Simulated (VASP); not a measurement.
# Sc3MnS2 (P4/mmm) in VASP: single point with PBE

Aim: the single point of Sc3MnS2 with PBE.

All numbers are computed with VASP 6.6.1; they aren't measurements. Logs are shortened: lines on timing, memory, paths and dates and some standing lists are left out, and cuts for length are marked.

## Step 1: Starting point

Symmetry: P4/mmm, No. 123, tetragonal system. The conventional cell has a = 3.589 Å, b = 3.589 Å, c = 10.002 Å, α = 90.00°, β = 90.00°, γ = 90.00°. Sc (site symmetry 4mm) is surrounded by 4 S at 2.59 Å and 1 Mn at 2.94 Å. Sc (site symmetry 4/mmm) is surrounded by 2 S at 2.58 Å. Mn (site symmetry 4/mmm) is surrounded by 2 Sc at 2.94 Å. Around S (site symmetry 4mm) lie 5 Sc at 2.58 to 2.59 Å.

The cell was built by a generator and needn't be a form met in nature.

## Step 2: Single point, PBE, collinear spin, typed start

INCAR reads:

```
ALGO = Normal
EDIFF = 1E-6
ENCUT = 520
GGA = PE
ISIF = 2
ISMEAR = 0
ISPIN = 2
LASPH = True
LCHARG = False
LMAXMIX = 4
LORBIT = 11
LREAL = False
LWAVE = False
MAGMOM = 0 0 0 4 0 0
NBANDS = 42
NELM = 150
PREC = Accurate
SIGMA = 0.1
```

KPOINTS reads:

```
k-points
0
Gamma
  6 6 2
```

POSCAR reads:

```
Sc3MnS2
1.0
    3.5885778572      0.0000000000      0.0000000000
    0.0000000000      3.5885778572      0.0000000000
    0.0000000000      0.0000000000     10.0023412085
Sc Mn S
3 1 2
Direct
    0.0000000000      0.0000000000      0.7943805287
    0.0000000000      0.0000000000      0.2056194713
    0.5000000000      0.5000000000      0.0000000000
    0.0000000000      0.0000000000      0.5000000000
    0.5000000000      0.5000000000      0.7419591896
    0.5000000000      0.5000000000      0.2580408104
```

Potentials or basis: VASP PAW PBE potentials, release 64 (Sc_sv, Mn_pv, S).

The run is started by

```sh
$ cat potpaw_PBE.64/Sc_sv/POTCAR potpaw_PBE.64/Mn_pv/POTCAR potpaw_PBE.64/S/POTCAR > POTCAR
$ mpirun -np 1 vasp_std > vasp.out
```

OUTCAR:

```text
EDIFF = 1E-6
   ENCUT = 520
   GGA = PE
   ISIF = 2
   ISMEAR = 0
   ISPIN = 2
   LASPH = True
   LORBIT = 11
   LREAL = False
   NELM = 150
   PREC = Accurate

 ion  position               nearest neighbor table
   1  0.000  0.000  0.794-   5 2.59   5 2.59   5 2.59   5 2.59   4 2.94   3 3.27   3 3.27   3 3.27
                             3 3.27
   2  0.000  0.000  0.206-   6 2.59   6 2.59   6 2.59   6 2.59   4 2.94   3 3.27   3 3.27   3 3.27
                             3 3.27
   3  0.500  0.500  0.000-   5 2.58   6 2.58   1 3.27   2 3.27   1 3.27   2 3.27   1 3.27   2 3.27
                             1 3.27   2 3.27
   4  0.000  0.000  0.500-   1 2.94   2 2.94
   5  0.500  0.500  0.742-   3 2.58   1 2.59   1 2.59   1 2.59   1 2.59
   6  0.500  0.500  0.258-   3 2.58   2 2.59   2 2.59   2 2.59   2 2.59

  LATTYP: Found a simple tetragonal cell.
 ALAT       =     3.5885778572
 C/A-ratio  =     2.7872716175

  Lattice vectors:

 A1 = (   3.5885778572,   0.0000000000,   0.0000000000)
 A2 = (   0.0000000000,   3.5885778572,   0.0000000000)
 A3 = (   0.0000000000,   0.0000000000,  10.0023412085)

Analysis of symmetry for initial positions (statically):
=====================================================================
 Subroutine PRICEL returns:
 Original cell was already a primitive cell.

 Routine SETGRP: Setting up the symmetry group for a
 simple tetragonal supercell.

 Subroutine GETGRP returns: Found 16 space group operations
 (whereof 16 operations were pure point group operations)
 out of a pool of 16 trial point group operations.

The static configuration has the point symmetry D_4h.

Analysis of symmetry for dynamics (positions and initial velocities):
=====================================================================
 Subroutine PRICEL returns:
 Original cell was already a primitive cell.

 Routine SETGRP: Setting up the symmetry group for a
 simple tetragonal supercell.

 Subroutine GETGRP returns: Found 16 space group operations
 (whereof 16 operations were pure point group operations)
 out of a pool of 16 trial point group operations.

The dynamic configuration has the point symmetry D_4h.

Analysis of structural, dynamic, and magnetic symmetry:
=====================================================================
 Subroutine PRICEL returns:
 Original cell was already a primitive cell.

 Routine SETGRP: Setting up the symmetry group for a
 simple tetragonal supercell.

 Subroutine GETGRP returns: Found 16 space group operations
 (whereof 16 operations were pure point group operations)
 out of a pool of 16 trial point group operations.

The overall configuration has the point symmetry D_4h.

 Subroutine INISYM returns: Found 16 space group operations
 (whereof 16 operations are pure point group operations),
 and found     1 'primitive' translations

----------------------------------------------------------------------------------------

                                     Primitive cell

  volume of cell :     128.8091

  direct lattice vectors                    reciprocal lattice vectors
     3.588577857  0.000000000  0.000000000     0.278661921  0.000000000  0.000000000
     0.000000000  3.588577857  0.000000000     0.000000000  0.278661921  0.000000000
     0.000000000  0.000000000 10.002341209     0.000000000  0.000000000  0.099976593

  length of vectors
     3.588577857  3.588577857 10.002341209     0.278661921  0.278661921  0.099976593

  position of ions in fractional coordinates (direct lattice)
     0.000000000  0.000000000  0.794380529
     0.000000000  0.000000000  0.205619471
     0.500000000  0.500000000  0.000000000
     0.000000000  0.000000000  0.500000000
     0.500000000  0.500000000  0.741959190
     0.500000000  0.500000000  0.258040810

  ion indices of the primitive-cell ions
   primitive index   ion index
                 1           1
                 2           2
                 3           3
                 4           4
                 5           5
[... 32 lines left out ...]
  0.333333  0.000000  0.000000      4.000000
  0.500000  0.000000  0.000000      2.000000
  0.166667  0.166667  0.000000      4.000000
  0.333333  0.166667  0.000000      8.000000
[... 12 lines left out ...]
  0.500000  0.333333  0.500000      4.000000
  0.500000  0.500000  0.500000      1.000000
   k-points           NKPTS =     20   k-points in BZ     NKDIM =     20   number of bands    NBANDS=     42
   number of dos      NEDOS =    301   number of ions     NIONS =      6
   total plane-waves  NPLWV =  62720
   dimension x,y,z NGX =    28 NGY =   28 NGZ =   80
   dimension x,y,z NGXF=    56 NGYF=   56 NGZF=  160
   ions per type =               3   1   2
   NGX,Y,Z   is equivalent  to a cutoff of  12.97, 12.97, 13.30 a.u.
   NGXF,Y,Z  is equivalent  to a cutoff of  25.94, 25.94, 26.59 a.u.
 SYSTEM =  unknown system
   PREC   = accura    normal or accurate (medium, high low for compatibility)
   ISTART =      0    job   : 0-new  1-cont  2-samecut
   ICHARG =      2    charge: 1-file 2-atom 10-const
   ISPIN  =      2    spin polarized calculation?
   LNONCOLLINEAR =      F non collinear calculations
   LSORBIT =      F    spin-orbit coupling
   LASPH  =      T    aspherical Exc in radial PAW
   ENCUT  =  520.0 eV  38.22 Ry    6.18 a.u.   6.67  6.67 18.60*2*pi/ulx,y,z
   NELM   =    150;   NELMIN=  2; NELMDL= -5     # of ELM steps
   EDIFF  = 0.1E-05   stopping-criterion for ELM
   LREAL  =      F    real-space projection
   EDIFFG = 0.1E-04   stopping-criterion for IOM
   NSW    =      0    number of steps for IOM
   IBRION =     -1    ionic relax: 0-MD 1-quasi-New 2-CG
   NFREE  =      0    steps in history (QN), initial steepest desc. (CG)
   ISIF   =      2    stress and relaxation
   ISYM   =      2    0-nonsym 1-usesym 2-fastsym
   POTIM  = 0.5000    time-step for ionic-motion
   TEBEG  =    0.0;   TEEND  =   0.0 temperature during run
   PSTRESS=    0.0 pullay stress
   NELECT =      58.0000    total number of electrons
   NUPDOWN=      -1.0000    fix difference up-down
   EMIN   =  10.00;   EMAX   =-10.00  energy-range for DOS
   EFERMI =   0.00;   METHOD = LEGACY
   ISMEAR =     0;   SIGMA  =   0.10  broadening in eV -4-tet -1-fermi 0-gaus
   EFERMI_NEDOS =   21; number of points for ismear=-14 and -15
   IALGO  =     38    algorithm
   IMIX   =      4    mixing-type and parameters
     AMIX     =   0.40;   BMIX     =  1.00
     AMIX_MAG =   1.60;   BMIX_MAG =  1.00
  volume/ion in A,a.u.               =      21.47       144.87
  Fermi-wavevector in a.u.,A,eV,Ry     =   1.254783  2.371196 21.422113  1.574481
  Thomas-Fermi vector in A             =   2.388571
   LORBIT       =     11    0 simple, 1 ext, 2 COOP (PROOUT), +10 PAW based schemes
   GGA     = PE    functional components
   LHFCALC =     F    Hartree Fock is set to
   AEXX    =    0.0000 exact exchange contribution
   IVDW    =     0    specifies the selected vdW correction
   LEPSILON=     F    determine dielectric tensor
   LRPA    =     F    only Hartree local field effects (RPA)
 spin polarized calculation
 Gauss-broadening in eV      SIGMA  =   0.10
  energy-cutoff  :      520.00
  volume of cell :      128.81
 maximum number of plane-waves:      3486
 NGX is ok and might be reduce to    28
   NGX = 13   NGY = 13   NGZ = 37

 number of electron      58.0000005 magnetization       4.0811093

 Free energy of the ion-electron system (eV)
  ---------------------------------------------------
  ext. energy  EPLUGINS =         0.00000000
  ---------------------------------------------------
  free energy    TOTEN  =       -40.11106941 eV

  energy without entropy =      -40.07775045  energy(sigma->0) =      -40.09440993

 E-fermi :   4.9624     XC(G=0):  -9.9715

 val. band max:        4.9499890596   @ k =   0.1667   0.0000   0.0000
 cond. band min:       4.9625659300   @ k =   0.3333   0.1667   0.5000
 fundamental gap:      0.0125768704
 Fermi energy:         4.9624139550

 spin component 1

 k-point     1 :       0.0000    0.0000    0.0000
  band No.  band energies     occupation
      1     -45.6839      1.00000
      2     -45.6839      1.00000
      3     -45.3018      1.00000
      4     -44.6637      1.00000
      5     -44.6591      1.00000
      6     -44.4172      1.00000
[... 869 lines left out ...]
     40       8.0741      0.00000
     41       8.0808      0.00000
 Fermi energy:         4.9624139550

 spin component 2

 k-point     1 :       0.0000    0.0000    0.0000
  band No.  band energies     occupation
      1     -44.7677      1.00000
      2     -44.7646      1.00000
      3     -44.4873      1.00000
      4     -41.1915      1.00000
      5     -41.1915      1.00000
      6     -41.1579      1.00000
[... 869 lines left out ...]
     40       8.0831      0.00000
     41       8.3271      0.00000
 [bands above 41 left out]

------------------------ aborting loop because EDIFF is reached ----------------------------------------

  FORCE on cell =-STRESS in cart. coord.  units (eV):
  Direction    XX          YY          ZZ          XY          YZ          ZX
  --------------------------------------------------------------------------------------
  -------------------------------------------------------------------------------------
  Total        0.0812688      0.0812688      0.1012167      0.0000000      0.0000000      0.0000000
  in kB        1.0108532      1.0108532      1.2589732      0.0000000      0.0000000      0.0000000
  external PRESSURE =       1.0935598 kB  Pullay stress =       0.0000000 kB

 VOLUME and BASIS-vectors are now :
 -----------------------------------------------------------------------------
  energy-cutoff  :      520.00
  volume of cell :      128.81
      direct lattice vectors                 reciprocal lattice vectors
     3.588577857  0.000000000  0.000000000     0.278661921  0.000000000  0.000000000
     0.000000000  3.588577857  0.000000000     0.000000000  0.278661921  0.000000000
     0.000000000  0.000000000 10.002341209     0.000000000  0.000000000  0.099976593

 POSITION                                       TOTAL-FORCE (eV/Angst)
 -----------------------------------------------------------------------------------
      0.00000      0.00000      7.94567        -0.000000      0.000000      0.007622
      0.00000      0.00000      2.05668        -0.000000     -0.000000     -0.007622
      1.79429      1.79429      0.00000         0.000000     -0.000000     -0.000000
      0.00000      0.00000      5.00117         0.000000     -0.000000     -0.000000
      1.79429      1.79429      7.42133         0.000000     -0.000000     -0.029140
      1.79429      1.79429      2.58101         0.000000     -0.000000      0.029140
 -----------------------------------------------------------------------------------
    total drift:                               -0.000000      0.000000     -0.000000

  FREE ENERGIE OF THE ION-ELECTRON SYSTEM (eV)
  ---------------------------------------------------
  free  energy   TOTEN  =       -40.1110694139 eV

  energy  without entropy=      -40.0777504486  energy(sigma->0) =      -40.09440993

 total charge

# of ion       s       p       d       tot
------------------------------------------
    1        2.185   6.138   1.124   9.447
    2        2.185   6.138   1.124   9.447
    3        2.222   6.154   1.019   9.396
    4        0.380   6.023   4.926  11.329
    5        1.330   2.431   0.000   3.760
    6        1.330   2.431   0.000   3.760
--------------------------------------------------
tot          9.632  29.316   8.193  47.140

 magnetization (x)

# of ion       s       p       d       tot
------------------------------------------
    1       -0.006  -0.006  -0.122  -0.134
    2       -0.006  -0.006  -0.122  -0.134
    3       -0.001  -0.010  -0.080  -0.091
    4        0.081   0.012   4.084   4.177
    5        0.005   0.028   0.000   0.033
    6        0.005   0.028   0.000   0.033
--------------------------------------------------
tot          0.079   0.046   3.760   3.885
```

It took 4.7 min on 1 thread of Intel Xeon Platinum 8559C (Emerald Rapids), shared host; peak memory 0.39 GiB.

Results:

```
Free energy                                           : -40.1111 eV
Pressure                                              : 0.1 GPa
Largest force                                         : 0.029 eV/Å
Band gap on the k mesh                                : none (metal or under the smearing width)
Net moment                                            : 4.08 μB per cell
Site moments                                          : Sc -0.13, -0.09; Mn +4.18; S +0.03 μB
Valence electrons inside the program's atomic spheres : Sc 9.45, 9.40; Mn 11.33; S 3.76
```

Forces in eV/Å, atoms in the order of the input:
```
Sc   0.000  0.000  0.008
Sc   0.000  0.000 -0.008
Sc   0.000  0.000  0.000
Mn   0.000  0.000  0.000
S    0.000  0.000 -0.029
S    0.000  0.000  0.029
```

Levels at points of the mesh, in eV from the Fermi level:
Spin up:
| k point | band 28 | band 29 | band 30 | band 31 | band 32 | band 33 | band 34 | band 35 |
| --- | --- | --- | --- | --- | --- | --- | --- | --- |
| (0.00, 0.00, 0.00) | -2.45 | -2.45 | -1.08 | -1.05 | -0.61 | 1.12 | 1.25 | 1.25 |
| (0.50, 0.00, 0.00) | -2.55 | -1.28 | -0.63 | -0.33 | 0.18 | 1.11 | 1.12 | 1.22 |
| (0.50, 0.50, 0.00) | -2.63 | -0.87 | -0.31 | -0.31 | -0.28 | -0.28 | 0.72 | 1.41 |
| (0.00, 0.00, 0.50) | -2.39 | -2.39 | -1.45 | -1.09 | -0.59 | 1.18 | 1.18 | 1.33 |
| (0.50, 0.00, 0.50) | -2.77 | -1.34 | -0.46 | -0.36 | 0.53 | 1.00 | 1.15 | 1.20 |
| (0.50, 0.50, 0.50) | -2.60 | -0.93 | -0.60 | -0.60 | -0.01 | -0.01 | 0.40 | 1.97 |
Spin down:
| k point | band 25 | band 26 | band 27 | band 28 | band 29 | band 30 |
| --- | --- | --- | --- | --- | --- | --- |
| (0.00, 0.00, 0.00) | -1.26 | -0.72 | -0.61 | -0.02 | 0.34 | 0.75 |
| (0.50, 0.00, 0.00) | -0.72 | -0.54 | 0.12 | 0.32 | 0.94 | 0.95 |
| (0.50, 0.50, 0.00) | -0.78 | -0.78 | -0.40 | -0.40 | -0.07 | 0.55 |
| (0.00, 0.00, 0.50) | -1.23 | -0.81 | -0.79 | -0.19 | 0.42 | 1.04 |
| (0.50, 0.00, 0.50) | -0.63 | -0.45 | 0.14 | 0.52 | 0.74 | 0.85 |
| (0.50, 0.50, 0.50) | -0.72 | -0.72 | -0.71 | -0.49 | -0.49 | 0.68 |

Caveat: a cell with one magnetic atom can't hold antiferromagnetic order, which such compounds often take; semilocal functionals often make such compounds metallic where correlation or magnetic order opens a gap, which also shifts bond lengths. With open d or f shells a metallic result of PBE can be an artefact of self-interaction; +U or a hybrid may open a gap.
